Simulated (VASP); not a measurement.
OSZICAR of a VASP run on VSi$_{2}$ (atoms displaced from the space group 191 structure):

**OSZICAR**
```
       N       E                     dE             d eps       ncg     rms          rms(c)
DAV:   1     0.569799550055E+02    0.56980E+02   -0.78130E+03  6984   0.834E+02
DAV:   2    -0.169340636224E+02   -0.73914E+02   -0.73019E+02  6101   0.237E+02
DAV:   3    -0.200089202662E+02   -0.30749E+01   -0.29217E+01  7837   0.384E+01
DAV:   4    -0.200492654044E+02   -0.40345E-01   -0.40109E-01  6052   0.465E+00
DAV:   5    -0.200503207001E+02   -0.10553E-02   -0.10530E-02  7905   0.630E-01    0.186E+01
DAV:   6    -0.402145374008E+02   -0.20164E+02   -0.29976E+02  7403   0.661E+01    0.507E+01
DAV:   7    -0.156720627211E+02    0.24542E+02   -0.20431E+02  7214   0.781E+01    0.679E+00
DAV:   8    -0.159459128965E+02   -0.27385E+00   -0.36635E+00  7137   0.104E+01    0.458E+00
DAV:   9    -0.162341650155E+02   -0.28825E+00   -0.53490E-01  6833   0.248E+00    0.639E+00
DAV:  10    -0.160004735468E+02    0.23369E+00   -0.14457E-01  6505   0.185E+00    0.617E+00
DAV:  11    -0.161722668472E+02   -0.17179E+00   -0.24454E+00  7164   0.522E+00    0.920E+00
DAV:  12    -0.158281344155E+02    0.34413E+00   -0.22908E+00  6686   0.670E+00    0.354E+00
DAV:  13    -0.158264745277E+02    0.16599E-02   -0.19146E-01  6024   0.235E+00    0.138E+00
DAV:  14    -0.158456480144E+02   -0.19173E-01   -0.13540E-01  7077   0.136E+00    0.139E+00
DAV:  15    -0.158671515244E+02   -0.21504E-01   -0.24644E-02  6087   0.105E+00    0.101E+00
DAV:  16    -0.158281286655E+02    0.39023E-01   -0.57882E-02  5975   0.168E+00    0.142E+00
DAV:  17    -0.158224927817E+02    0.56359E-02   -0.62310E-01  6402   0.483E+00    0.832E-01
DAV:  18    -0.158803096431E+02   -0.57817E-01   -0.18383E-01  7063   0.173E+00    0.224E+00
DAV:  19    -0.158981708580E+02   -0.17861E-01   -0.13137E-01  6360   0.329E+00    0.238E+00
DAV:  20    -0.158867774379E+02    0.11393E-01   -0.60149E-02  6999   0.125E+00    0.283E+00
DAV:  21    -0.159039723190E+02   -0.17195E-01   -0.84253E-03  6355   0.638E-01    0.304E+00
DAV:  22    -0.159107228895E+02   -0.67506E-02   -0.22782E-03  6034   0.405E-01    0.318E+00
DAV:  23    -0.159042396163E+02    0.64833E-02   -0.20230E-02  6973   0.811E-01    0.355E+00
DAV:  24    -0.158926758017E+02    0.11564E-01   -0.21982E-02  7019   0.647E-01    0.360E+00
DAV:  25    -0.158977342412E+02   -0.50584E-02   -0.46884E-03  6276   0.549E-01    0.329E+00
DAV:  26    -0.159006346636E+02   -0.29004E-02   -0.36900E-03  6304   0.399E-01    0.335E+00
DAV:  27    -0.159001390481E+02    0.49562E-03   -0.21294E-04  6738   0.936E-02    0.334E+00
DAV:  28    -0.158961791877E+02    0.39599E-02   -0.16900E-03  6321   0.274E-01    0.336E+00
DAV:  29    -0.158914949893E+02    0.46842E-02   -0.94054E-03  7141   0.462E-01    0.340E+00
DAV:  30    -0.158728149865E+02    0.18680E-01   -0.37965E-02  7174   0.838E-01    0.312E+00
DAV:  31    -0.158801740905E+02   -0.73591E-02   -0.20363E-02  6675   0.881E-01    0.265E+00
DAV:  32    -0.158814081722E+02   -0.12341E-02   -0.20037E-03  5800   0.455E-01    0.265E+00
DAV:  33    -0.158690429402E+02    0.12365E-01   -0.29176E-02  6633   0.915E-01    0.239E+00
DAV:  34    -0.158724107774E+02   -0.33678E-02   -0.62447E-03  7159   0.364E-01    0.230E+00
DAV:  35    -0.158633268050E+02    0.90840E-02   -0.43778E-02  6977   0.105E+00    0.201E+00
DAV:  36    -0.158571883124E+02    0.61385E-02   -0.34202E-02  6559   0.118E+00    0.124E+00
DAV:  37    -0.158598625429E+02   -0.26742E-02   -0.70710E-04  5849   0.262E-01    0.126E+00
DAV:  38    -0.158568001504E+02    0.30624E-02   -0.29267E-03  6563   0.324E-01    0.134E+00
DAV:  39    -0.158599196649E+02   -0.31195E-02   -0.20233E-02  6756   0.847E-01    0.802E-01
DAV:  40    -0.158530206325E+02    0.68990E-02   -0.25502E-02  5983   0.113E+00    0.803E-01
DAV:  41    -0.158502677039E+02    0.27529E-02   -0.22383E-02  7230   0.701E-01    0.810E-01
DAV:  42    -0.158609200605E+02   -0.10652E-01   -0.28335E-02  6017   0.124E+00    0.771E-01
DAV:  43    -0.158428627817E+02    0.18057E-01   -0.15673E-01  6794   0.227E+00    0.897E-01
DAV:  44    -0.158459635817E+02   -0.31008E-02   -0.40655E-02  6981   0.106E+00    0.103E+00
DAV:  45    -0.158556073458E+02   -0.96438E-02   -0.42938E-03  5583   0.645E-01    0.105E+00
DAV:  46    -0.158510774986E+02    0.45298E-02   -0.23173E-02  6958   0.836E-01    0.118E+00
DAV:  47    -0.158523812060E+02   -0.13037E-02   -0.32061E-03  6180   0.418E-01    0.123E+00
DAV:  48    -0.158485902565E+02    0.37909E-02   -0.48894E-03  6458   0.460E-01    0.124E+00
DAV:  49    -0.158389100984E+02    0.96802E-02   -0.37659E-02  6664   0.126E+00    0.124E+00
DAV:  50    -0.158296028677E+02    0.93072E-02   -0.36357E-02  6704   0.127E+00    0.130E+00
DAV:  51    -0.158374973421E+02   -0.78945E-02   -0.69614E-03  6215   0.657E-01    0.127E+00
DAV:  52    -0.158317559827E+02    0.57414E-02   -0.45862E-03  7022   0.412E-01    0.135E+00
DAV:  53    -0.158389046896E+02   -0.71487E-02   -0.28747E-03  5906   0.463E-01    0.130E+00
DAV:  54    -0.158375609968E+02    0.13437E-02   -0.44279E-02  6932   0.132E+00    0.117E+00
DAV:  55    -0.158405227713E+02   -0.29618E-02   -0.49739E-02  7283   0.108E+00    0.935E-01
DAV:  56    -0.158559964463E+02   -0.15474E-01   -0.16322E-02  5870   0.120E+00    0.882E-01
DAV:  57    -0.158524154836E+02    0.35810E-02   -0.38020E-02  6720   0.112E+00    0.827E-01
DAV:  58    -0.158578618280E+02   -0.54463E-02   -0.30620E-03  5527   0.586E-01    0.823E-01
DAV:  59    -0.158582081011E+02   -0.34627E-03   -0.11321E-04  7025   0.894E-02    0.820E-01
DAV:  60    -0.158582691651E+02   -0.61064E-04   -0.14790E-05  5681   0.384E-02    0.819E-01
DAV:  61    -0.158192398993E+02    0.39029E-01   -0.33493E-01  6916   0.318E+00    0.726E-01
DAV:  62    -0.158651806600E+02   -0.45941E-01   -0.14460E-02  5555   0.139E+00    0.575E-01
DAV:  63    -0.158675958507E+02   -0.24152E-02   -0.37712E-03  7294   0.364E-01    0.584E-01
DAV:  64    -0.158687794339E+02   -0.11836E-02   -0.13558E-02  7112   0.483E-01    0.577E-01
DAV:  65    -0.158685011885E+02    0.27825E-03   -0.14659E-02  6710   0.579E-01    0.620E-01
DAV:  66    -0.158529378188E+02    0.15563E-01   -0.19317E-01  6826   0.237E+00    0.715E-01
DAV:  67    -0.158515618105E+02    0.13760E-02   -0.17901E-01  7437   0.180E+00    0.997E-01
DAV:  68    -0.158799795239E+02   -0.28418E-01   -0.19173E-02  6486   0.997E-01    0.101E+00
DAV:  69    -0.158869058284E+02   -0.69263E-02   -0.56963E-03  5576   0.771E-01    0.952E-01
DAV:  70    -0.158813862075E+02    0.55196E-02   -0.24359E-02  6732   0.942E-01    0.105E+00
DAV:  71    -0.158230615075E+02    0.58325E-01   -0.44164E-01  6732   0.372E+00    0.810E-01
DAV:  72    -0.158354943712E+02   -0.12433E-01   -0.10053E-01  7201   0.151E+00    0.625E-01
DAV:  73    -0.158383131984E+02   -0.28188E-02   -0.74015E-02  7189   0.101E+00    0.528E-01
DAV:  74    -0.158593359150E+02   -0.21023E-01   -0.36738E-02  6402   0.107E+00    0.415E-01
DAV:  75    -0.158701104616E+02   -0.10775E-01   -0.27807E-03  5618   0.535E-01    0.365E-01
DAV:  76    -0.158705428254E+02   -0.43236E-03   -0.45170E-02  6530   0.128E+00    0.430E-01
DAV:  77    -0.158708433521E+02   -0.30053E-03   -0.16877E-02  5919   0.853E-01    0.411E-01
DAV:  78    -0.158622197860E+02    0.86236E-02   -0.27707E-02  6557   0.891E-01    0.381E-01
DAV:  79    -0.158727749758E+02   -0.10555E-01   -0.46785E-03  5534   0.656E-01    0.351E-01
DAV:  80    -0.158729951680E+02   -0.22019E-03   -0.17386E-04  6101   0.148E-01    0.348E-01
DAV:  81    -0.158360176359E+02    0.36978E-01   -0.19063E-01  6858   0.228E+00    0.419E-01
DAV:  82    -0.158663676410E+02   -0.30350E-01   -0.19572E-02  5870   0.101E+00    0.282E-01
DAV:  83    -0.158714282952E+02   -0.50607E-02   -0.24431E-03  6115   0.447E-01    0.250E-01
DAV:  84    -0.158720531608E+02   -0.62487E-03   -0.17415E-02  6270   0.861E-01    0.318E-01
DAV:  85    -0.158728274705E+02   -0.77431E-03   -0.10419E-03  5534   0.383E-01    0.294E-01
DAV:  86    -0.158624634078E+02    0.10364E-01   -0.42840E-02  6508   0.119E+00    0.301E-01
DAV:  87    -0.158686959327E+02   -0.62325E-02   -0.17191E-02  6879   0.616E-01    0.280E-01
DAV:  88    -0.158719824621E+02   -0.32865E-02   -0.58765E-03  6840   0.357E-01    0.264E-01
DAV:  89    -0.158716343425E+02    0.34812E-03   -0.12318E-02  6368   0.611E-01    0.273E-01
DAV:  90    -0.158742268419E+02   -0.25925E-02   -0.56537E-03  6874   0.376E-01    0.265E-01
DAV:  91    -0.158601650901E+02    0.14062E-01   -0.71600E-02  6994   0.119E+00    0.380E-01
DAV:  92    -0.158730148301E+02   -0.12850E-01   -0.45847E-03  5689   0.578E-01    0.320E-01
DAV:  93    -0.158752473796E+02   -0.22325E-02   -0.70202E-04  5737   0.259E-01    0.316E-01
DAV:  94    -0.158748868405E+02    0.36054E-03   -0.14030E-02  6404   0.621E-01    0.327E-01
DAV:  95    -0.158750615927E+02   -0.17475E-03   -0.34894E-03  6956   0.310E-01    0.345E-01
DAV:  96    -0.158717037359E+02    0.33579E-02   -0.24592E-02  6720   0.910E-01    0.335E-01
DAV:  97    -0.158758354482E+02   -0.41317E-02   -0.61731E-03  6430   0.482E-01    0.345E-01
DAV:  98    -0.158768537550E+02   -0.10183E-02   -0.96025E-04  5604   0.267E-01    0.340E-01
DAV:  99    -0.158758702901E+02    0.98346E-03   -0.62851E-03  6403   0.459E-01    0.307E-01
DAV: 100    -0.158768705659E+02   -0.10003E-02   -0.45561E-04  5520   0.235E-01
   1 F= -.15876871E+02 E0= -.15774355E+02  d E =-.205031E+00  mag=    -0.0662
```

Task: Which electronic solver shows in the log?

Result: It is blocked Davidson (ALGO = Normal, or the opening steps of other solvers). The INCAR had ALGO = Normal.

Task: How was spin treated?

Result: Collinear spin (ISPIN = 2): the summary line carries one mag value, -0.07 μB in the cell.

Task: Can the final energy be trusted as converged?

Result: The run did not converge; its last values are not results. It stopped with EDIFF = 1E-6, NELM = 100 (PBE GGA, plane waves, VASP's PBE PAW potentials (set 64)).

The structure was generated: VSi2 was put into an ordered model structure, which need not be its known phase. The cell was not relaxed at this level, atoms are displaced from their ideal sites. The run is one of a series of settings (KPOINTS 6×6×5 Γ-centred mesh against the base run), some of them coarse on purpose.
